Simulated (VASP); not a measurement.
Consider the following.

```xyz
2
Lattice="0.0000 2.8198 2.8198 2.8198 0.0000 2.8198 2.8198 2.8198 0.0000" Properties=species:S:1:pos:R:3 pbc="T T T"
Ca     0.0000     0.0000     0.0000
S      2.8198     2.8198     2.8198
```

All values below come from PBEsol GGA, VASP's PBE PAW potentials (set 64) (plane waves; VASP). Numerical set-up: 500 eV cut-off, 8×8×8 Γ-centred mesh, Gaussian smearing of 0.050 eV, potentials Ca_sv S.

**Question.** What does the run give for the energy per atom (σ→0), band gap (on the k-mesh) with the smallest direct gap where there is one?

**Answer.** 
```yaml
band gap (on the k-mesh): 2.16 eV
smallest direct gap (on the k-mesh): 3.00 eV
energy per atom (σ→0): -5.458 eV/atom
```

The compound is CaS in the rock salt structure. It was relaxed first.
